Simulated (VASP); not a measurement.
Consider the following.

```
LaPt3Si
1.0
    4.09418     0.00000     0.00000
    0.00000     4.09418     0.00000
    0.00000     0.00000     5.44515
La Si Pt
1 1 3
Direct
  0.50000   0.50000   0.69898
  0.00000   0.00000   0.96936
  0.50000   0.00000   0.19718
  0.00000   0.50000   0.19718
  0.00000   0.00000   0.54551
```

These are PBEsol GGA, VASP's PBE PAW potentials (set 64) (plane waves; VASP 6.6.1) values and carry that method's errors. Run with 400 eV cut-off, Gaussian smearing of 0.050 eV, potentials La Si Pt.

Task: Give the energies of bands 13 to 26 at the high-symmetry points, in eV from the Fermi level.

Result: 
```json
[
 {"band": "13", "Γ": "-3.46", "X": "-4.18", "M": "-3.74", "Z": "-3.94", "R": "-3.95", "A": "-3.76"},
 {"band": "14", "Γ": "-3.02", "X": "-4.00", "M": "-3.67", "Z": "-3.94", "R": "-3.76", "A": "-3.36"},
 {"band": "15", "Γ": "-3.02", "X": "-3.78", "M": "-3.45", "Z": "-3.59", "R": "-3.53", "A": "-3.36"},
 {"band": "16", "Γ": "-2.62", "X": "-3.69", "M": "-3.22", "Z": "-2.81", "R": "-3.40", "A": "-2.91"},
 {"band": "17", "Γ": "-2.47", "X": "-2.97", "M": "-3.15", "Z": "-2.73", "R": "-2.92", "A": "-2.77"},
 {"band": "18", "Γ": "-2.47", "X": "-2.74", "M": "-3.15", "Z": "-2.50", "R": "-2.61", "A": "-2.43"},
 {"band": "19", "Γ": "-1.99", "X": "-2.42", "M": "-2.67", "Z": "-2.50", "R": "-2.45", "A": "-2.43"},
 {"band": "20", "Γ": "-1.58", "X": "-2.33", "M": "-1.94", "Z": "-1.81", "R": "-2.42", "A": "-1.95"},
 {"band": "21", "Γ": "-1.47", "X": "-2.12", "M": "-1.84", "Z": "-0.45", "R": "-2.30", "A": "-1.68"},
 {"band": "22", "Γ": "-0.45", "X": "-1.14", "M": "-0.98", "Z": "0.28", "R": "-1.54", "A": "-0.32"},
 {"band": "23", "Γ": "0.15", "X": "0.28", "M": "-0.29", "Z": "0.74", "R": "-1.23", "A": "-0.32"},
 {"band": "24", "Γ": "0.15", "X": "0.58", "M": "-0.29", "Z": "0.74", "R": "2.14", "A": "0.31"},
 {"band": "25", "Γ": "1.40", "X": "1.05", "M": "0.85", "Z": "1.54", "R": "2.38", "A": "0.83"},
 {"band": "26", "Γ": "2.64", "X": "2.28", "M": "0.85", "Z": "2.64", "R": "2.40", "A": "0.83"}
]
```

It has no gap at this level: it comes out as a metal or semimetal.

The structure comes from a computed database's LaSiPt3 entry (P4mm); how it stands against other phases isn't given here. It was relaxed first. The electron count is odd and the run is not spin-polarised, which forces a metal.
